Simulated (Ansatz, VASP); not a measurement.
**Cross-check of Ca2H3Br between VASP and Ansatz**

One calculation is typed for both programs; each brings its own data sets. How far apart do they land? The cell is taken from a series of runs on this material, whose earlier steps may have relaxed, scaled, displaced or heated it; both programs get it as it stands.

Main program and level: Ansatz 0.2.0; plane waves, with VASP 6.6.1 beside it; G0W0 gap at LDA.

## Step 1: The starting structure

The structure is trigonal, space group P-3m1 (No. 164). The conventional cell has a = 3.903 Å, b = 3.903 Å, c = 6.854 Å, α = 90.00°, β = 90.00°, γ = 120.00°. Nearest to Ca lie 7 H at 2.27 to 2.59 Å and 3 Br at 3.12 Å. H has 4 Ca at 2.27 to 2.30 Å nearest. H has 6 H at 2.48 Å and 6 Ca at 2.59 Å nearest. Br has 6 Ca at 3.12 Å nearest. Farther neighbours and most contacts between anions are not listed.

## Step 2: Ansatz: G0W0 gap, LDA

Ansatz runs on its default PAW (the set named soft_2) files.

Quasiparticle shifts depend on high empty states and on the cores, so they are the hardest test of two PAW sets.

Contents of input.yaml:

```yaml
crystal:
  lattice:
    - [3.9029399857, 0.0, 0.0]
    - [-1.9514699929, 3.3800451771, 0.0]
    - [0.0, 0.0, 6.85353359]
  atoms:
    - { symbol: Ca, position: [0.6666666667, 0.3333333333, 0.18575608] }
    - { symbol: Ca, position: [0.3333333333, 0.6666666667, 0.81424392] }
    - { symbol: H, position: [0.6666666667, 0.3333333333, 0.85047583] }
    - { symbol: H, position: [0.3333333333, 0.6666666667, 0.14952417] }
    - { symbol: H, position: [0.0, 0.0, 0.0] }
    - { symbol: Br, position: [0.0, 0.0, 0.5] }
kpoints:
  mp_grid: { grid: [3, 3, 2] }
hamiltonian:
  xc: lda
scf:
  occupations: { method: fixed }
gw:
  n_empty_bands: 59
  ecut_chi: 114.29
  qp_bands: [v2, c2]
  qp_kpoints: [[0.0, 0.0, 0.5], [0.3333333333333, 0.0, 0.5], [0.0, 0.0, 0.0]]
  screening: { model: contour_deformation }
```

Started as:

```
$ ansatz run input.yaml --threads 4 --pin off --max-ram 7372MiB --backend cpu --events-out ev --progress --plain --runs-dir out
```

Numbers of over 12 decimals in the logs are rounded to 6 here.

Output:

```text
Engine: ansatz 0.2.0, aarch64-unknown-linux-gnu
Pseudopotentials: kind: paw
Pseudopotential: Ca, paw, valence charge 10, recommended cutoff 420 eV (normal), Ca.paw.azcp
Pseudopotential: H, paw, valence charge 1, recommended cutoff 420 eV (normal), H.paw.azcp
Pseudopotential: Br, paw, valence charge 7, recommended cutoff 420 eV (normal), Br.paw.azcp
Functional definition: SPW92
  exchange = slater_x
  correlation = pw_c
Crystal: 6 atoms, lattice volume = 90.413 Å³
Basis set: ecut = 420 eV, 1799 PW (Γ)
Bands: 21, of which v1, the nominal top of the filled ones, is band 15 counted from 1 (14 counted from 0)
Symmetry: 12 space group operations
Space group: P-3m1 (ITA 164), of the structure as read, at distance tolerance 4.5e-5 Å
k-points: 6 of 18
Non-local potential: Ca, projectors of the file, l = 0: 3, l = 1: 2, l = 2: 2
Non-local potential: H, projectors of the file, l = 0: 2, l = 1: 1
Non-local potential: Br, projectors of the file, l = 0: 2, l = 1: 2, l = 2: 2
PAW form: soft (Blöchl's): semilocal exchange-correlation on the pseudo side does not see the compensation charge
PAW frozen core: Ca, regenerated for the run's functional, and the local potential with it (the file was generated under x = pbe(κ = 0.804, μ = 0.219515), c = pbe(β = 0.066725))
PAW frozen core: Br, regenerated for the run's functional, and the local potential with it (the file was generated under x = pbe(κ = 0.804, μ = 0.219515), c = pbe(β = 0.066725))
PAW one-centre angular grid: Ca, 110 points (default); XC on 64 Gauss nodes
PAW one-centre angular grid: H, 110 points (default); XC on 64 Gauss nodes
PAW one-centre angular grid: Br, 110 points (default); XC on 64 Gauss nodes
Initial density: superposition of atomic densities (neutral atoms: chi_scale 0, normalization atom), corrected by the library's trained network
Initial wavefunctions: pseudopotential atomic-orbital guess
Functional: x = slater, c = lda
SCF iter   1: F=—  HF=-6291.989407 eV  |F-HF|=—  |Δ(HF+E_count)|=         —  Δρ=9.41e-3  dr2=6.71e-2  ethr=1.77e-3  ⟨swp⟩=4.7  Hψ=547  notcnv=0  defer=18
preconditioner: auto → Resta (q_TF=auto, 2.270 Å⁻¹)  ε∞=4.6  [insulator: Δε(μ)=1.156 eV  Ē_g=7.091 eV  n_scr=22 (ndim 8)  ℏωp=13.5 eV  f_vac=0.000  ε∞_Penn≈4.6]
SCF iter   2: F=—  HF=-6291.972341 eV  |F-HF|=—  |Δ(HF+E_count)|=   1.71e-2  Δρ=4.54e-3  dr2=1.61e-2  ethr=2.24e-4  ⟨swp⟩=1.7  Hψ=182  notcnv=0  defer=22
SCF iter   3: F=—  HF=-6291.967328 eV  |F-HF|=—  |Δ(HF+E_count)|=   5.01e-3  Δρ=4.93e-4  dr2=2.28e-4  ethr=5.36e-5  ⟨swp⟩=2.0  Hψ=161  notcnv=0  defer=23
SCF iter   4: F=—  HF=-6291.967316 eV  |F-HF|=—  |Δ(HF+E_count)|=   1.26e-5  Δρ=1.62e-4  dr2=3.62e-5  ethr=7.60e-7  ⟨swp⟩=2.5  Hψ=179  notcnv=0  defer=23
SCF iter   5: F=—  HF=-6291.967311 eV  |F-HF|=—  |Δ(HF+E_count)|=   4.87e-6  Δρ=3.17e-5  dr2=1.49e-6  ethr=1.21e-7  ⟨swp⟩=2.2  Hψ=161  notcnv=0  defer=14
SCF iter   6: F=—  HF=-6291.967310 eV  |F-HF|=—  |Δ(HF+E_count)|=   3.63e-7  Δρ=8.65e-6  dr2=1.21e-7  ethr=4.97e-9  ⟨swp⟩=2.7  Hψ=193  notcnv=0  defer=14
SCF iter   7: F=-6291.967310 eV  HF=-6291.967310 eV  |F-HF|=1.14e-9  |Δ(HF+E_count)|=   2.50e-8  Δρ=1.45e-6  dr2=2.74e-9  ethr=3.33e-10  ⟨swp⟩=10.2  Hψ=654  notcnv=0
SCF 1 converged in 7 iterations: F = -6291.967310 eV  dr2 = 2.74e-9
  greatest PAW one-centre occupation: 0.996 electrons in one spin orbital (limit 2), on the Ca atom at site 1 (counted from 0), in its partial waves of l = 0
NSCF: frozen V_eff on 6 k-points
G₀W₀ screening: q 1/6
[... further progress lines ...]
NSCF: frozen V_eff on 1 k-points
NSCF: frozen V_eff on 1 k-points
SCF converged after 7 iterations
Free energy (F): -6291.967310 eV
Harris-Foulkes:  -6291.967310 eV  (|F-HF|=1.14e-9)
Internal energy: -6291.967310 eV  (E = F + TS)
E sigma→0 (E₀):  -6291.967310 eV
Fermi energy:    7.233605 eV
--- Per-component energies (eV) ---
  E_band       = -302.825734
  E_kinetic    = 729.852595
  E_local      = -1695.025299  (includes V_loc(G=0)·N_el)
  E_nonlocal   = 209.204499
  E_hartree    = 540.225462
  E_xc         = -560.003505
  E_vxc        = -481.838076  (∫ρ·V_xc dr)
  E_paw        = -3794.275763  (= ΣΔE_a)
  E_vpaw       = -145.468069  (= ΣTr[D̂ρ^β])
  E_aug_tail   = -0.003411  (compensation charges beyond the density's cutoff)
  E_ewald      = -1722.714731
  E_core_change = 0.772843  (= ΣΔE_core)
  E_smearing   = -0.000000  (= −TS)
  E_closure    = -0.000000  (closes the sum)
  Σ components = -6291.967310   (vs F -6291.967310, Δ=0.00e0)
--- Band table (eV; the first three rows and the last of 6) ---
  k-point 0: bands = [... 11 lower, 3.2911, 3.2911, 4.1130, 6.9577, 9.1567, 9.1567, 9.2364, 9.2669, ... 2 higher]
  k-point 1: bands = [... 11 lower, 2.9393, 3.2798, 3.2798, 7.2336, 8.7311, 8.9732, 8.9732, 9.7161, ... 2 higher]
  k-point 2: bands = [... 11 lower, 2.3104, 2.8955, 3.6048, 4.6685, 9.3721, 9.4851, 9.6499, 10.0059, ... 2 higher]
  k-point 5: bands = [... 11 lower, 1.8688, 3.3643, 3.3643, 3.7160, 9.4180, 9.4180, 9.4306, 10.7878, ... 2 higher]
--- G₀W₀: contour deformation, 6 samples at zero and on the imaginary axis and 1 off it, 18 q-points, 59 empty bands' worth ---
  eigenvalues of the whole cell's RPA ε∞ on this k-mesh (on a slab, of 1 + 4πα/V) = 5.1531, 9.1655, 9.1655; static W/v taken at q = 0 is 0.121044
  bands read: the sum over 74 bands ends inside a degenerate multiplet in 1 slot, whose members it reads at an even weight; the widest, k=0: bands 74 to 75 (counted from 1) at 1/2 each
  `?` marks the rows in doubt; gw_qp.tsv's column doubts and the gw_qp event give each row's grounds
    ik  band        ε_KS         Σx   Σc(E_QP)       V_xc       Z   E_QP_lin       E_QP  E_QP is
     0    14      4.1130   -16.4779     2.7546   -13.3715  0.7289     3.7566     3.7613  root
     0    15      6.9577   -13.4426     1.8829   -11.2155  0.7371     6.6094     6.6135  root
     0    16      9.1567    -7.2307    -4.9897   -14.1038  0.7413    11.1676    11.0401  root ?
     0    17      9.1567    -7.2307    -4.9897   -14.1038  0.7413    11.1676    11.0401  root ?
     1    14      3.2798   -19.7791     3.1045   -16.2975  0.7375     2.8967     2.9027  root
     1    15      7.2336   -14.0269     2.0959   -11.5095  0.7358     6.8058     6.8121  root
     1    16      8.7311    -6.1539    -4.1430   -11.4272  0.7667     9.9408     9.8613  root
     1    17      8.9732    -6.9998    -4.6849   -13.4089  0.7473    10.8146    10.6974  root ?
     3    14      3.5977   -15.6133     3.0422   -12.0765  0.7109     3.0989     3.1030  root
     3    15      4.5726   -13.9791     2.4080   -11.2940  0.7184     4.2926     4.2956  root
     3    16      8.5978    -6.4365    -4.4505   -12.1767  0.7567    10.0155     9.8876  root ?
     3    17      8.9762    -6.3048    -4.5840   -12.2845  0.7539    10.5677    10.3718  root ?
```

## Step 3: VASP: G0W0 gap, LDA

The same cell, functional (in two slightly different forms) and mesh now go to VASP, with its own data sets.

Lines of VASP's logs that name or quote its potential files are left out, and so is its time.

The run reads the wave functions of an earlier VASP run, which isn't shown here.

Contents of INCAR:

```
SYSTEM = Ca2H3Br
PREC = Accurate
ENCUT = 320
ISMEAR = 0
SIGMA = 0.01
LREAL = .FALSE.
GGA = CA
NBANDS = 74
ALGO = EVGW0
NELMGW = 1
ENCUTGW = 114.29
NOMEGA = 64
PRECFOCK = Fast
NBANDSGW = 23
LWAVE = .FALSE.
LCHARG = .FALSE.
```

Contents of POSCAR:

```
Ca2H3Br
1.0
    3.9029399857      0.0000000000      0.0000000000
   -1.9514699929      3.3800451771      0.0000000000
    0.0000000000      0.0000000000      6.8535335900
Ca H Br
2 3 1
Direct
    0.6666666667      0.3333333333      0.1857560800
    0.3333333333      0.6666666667      0.8142439200
    0.6666666667      0.3333333333      0.8504758300
    0.3333333333      0.6666666667      0.1495241700
    0.0000000000      0.0000000000      0.0000000000
    0.0000000000      0.0000000000      0.5000000000
```

Contents of KPOINTS:

```
Automatic mesh
0
Gamma
3 3 2
0 0 0
```

PAW data sets: Ca_sv_GW, H_GW and Br_GW (LDA family, release 64).

Started as:

```
$ export OMP_NUM_THREADS=3
$ mpirun -np 1 vasp_std
```

Output:

```text
[banner, memory and clock lines left out]
running    1 mpi-ranks, on    1 nodes
 distrk:  each k-point on    1 cores,    1 groups
 distr:  one band on    1 cores,    1 groups
 Offloading initialized ...    1 GPUs detected
 POSCAR found type information on POSCAR CaH Br
 POSCAR found :  3 types and       6 ions
|                                                                             |
|           W    W    AA    RRRRR   N    N  II  N    N   GGGG   !!!           |
|           W    W   A  A   R    R  NN   N  II  NN   N  G    G  !!!           |
|           W    W  A    A  R    R  N N  N  II  N N  N  G       !!!           |
|           W WW W  AAAAAA  RRRRR   N  N N  II  N  N N  G  GGG   !            |
|           WW  WW  A    A  R   R   N   NN  II  N   NN  G    G                |
|           W    W  A    A  R    R  N    N  II  N    N   GGGG   !!!           |
|                                                                             |
|     The default for ENCUTGWSOFT is different in this version of VASP.       |
|     please manually set ENCUTGWSOFT =114.29 in the INCAR file.              |
|                                                                             |

 LDA part: xc-table for (Slater(with rela. corr.)+CA(PZ))
 , standard interpolation
 found WAVECAR, reading the header
 POSCAR, INCAR and KPOINTS ok, starting setup
 FFT: planning ... GRIDC
 FFT: planning ... GRID_SOFT
 FFT: planning ... GRID
 reading WAVECAR
 the WAVECAR file was read successfully
 initial charge from wavefunction
 available memory per node:   1659.88 GB, setting MAXMEM to   1699716

 The Fermi energy was updated, please check that it is located mid-gap
 values below the HOMO (VB) or above the LUMO (CB) will cause erroneous energies
 E-fermi :   5.8448

 calculate exact exchange contribution
 the WAVEDER file was read successfully
energies w=
    0.000    0.000    0.557    0.000    1.113    0.000    1.667    0.000
    2.216    0.000    2.762    0.000    3.301    0.000    3.834    0.000
    4.360    0.000    4.879    0.000    5.391    0.000    5.895    0.000
    6.393    0.000    6.884    0.000    7.369    0.000    7.848    0.000
    8.322    0.000    8.792    0.000    9.258    0.000    9.722    0.000
   10.185    0.000   10.647    0.000   11.110    0.000   11.574    0.000
   12.041    0.000   12.512    0.000   12.989    0.000   13.472    0.000
   13.964    0.000   14.466    0.000   14.979    0.000   15.507    0.000
   16.051    0.000   16.613    0.000   17.197    0.000   17.804    0.000
   18.440    0.000   19.107    0.000   19.810    0.000   20.555    0.000
   21.347    0.000   22.193    0.000   23.103    0.000   24.084    0.000
   25.151    0.000   26.316    0.000   27.597    0.000   29.016    0.000
   30.599    0.000   32.379    0.000   34.401    0.000   36.718    0.000
   39.405    0.000   42.561    0.000   46.322    0.000   50.883    0.000
   56.527    0.000   63.692    0.000   73.080    0.000   85.899    0.000
  104.424    0.000  133.490    0.000  185.544    0.000  305.281    0.000
 responsefunction array rank=     264
 LDA part: xc-table for (Slater(with rela. corr.)+CA(PZ))
 , standard interpolation

 min. memory requirement per mpi rank    244.3 MB, per node    244.3 MB

 allocating  64 responsefunctions rank=   264
 shmem allocating  64 responsefunctions rank=   264
 response function shared by NCSHMEM nodes    1
 Doing            64  frequencies on each core in blocks of            64
NQ=   1    0.0000    0.0000    0.0000,
|.........|.........|.........|.........|.........|.........|.........|.........
 performed         52000 updates of chi_q(r,r)
 total number of BLAS operations         25.11 Gflops
NQ=   2    0.3333    0.0000    0.0000,
|.........|.........|.........|.........|.........|.........|.........|.........
 performed        145000 updates of chi_q(r,r)
 total number of BLAS operations         70.93 Gflops
NQ=   3    0.3333    0.3333    0.0000,
|.........|.........|.........|.........|.........|.........|.........|.........
 performed        210000 updates of chi_q(r,r)
 total number of BLAS operations        106.02 Gflops
NQ=   4    0.0000    0.0000    0.5000,
|.........|.........|.........|.........|.........|.........|.........|.........
 performed        262000 updates of chi_q(r,r)
 total number of BLAS operations        135.18 Gflops
NQ=   5    0.3333    0.0000    0.5000,
|.........|.........|.........|.........|.........|.........|.........|.........
 performed        355000 updates of chi_q(r,r)
 total number of BLAS operations        183.24 Gflops
NQ=   6    0.3333    0.3333    0.5000,
|.........|.........|.........|.........|.........|.........|.........|.........
 performed        420000 updates of chi_q(r,r)
 total number of BLAS operations        213.61 Gflops
 resolving degeneracies of screened two electron integrals

 calculate QP shifts <psi_nk| G(iteration)W_0 |psi_nk>: iteration 1
 entering main loop
```

(Continued in part 2 of 2.)

[Lines on the potential files, build, host, timing and source positions are cut from VASP's logs without a mark.]

[Logs are printed without paths, hosts, clocks, repeated set-up lines and the standing remarks that a program may print on its own settings, such as how far it seeks lower states.]

[Hosts, paths, dates, database ids (printed as entryN), source tags and the programs' standing remarks are cut or masked in the printed files.]
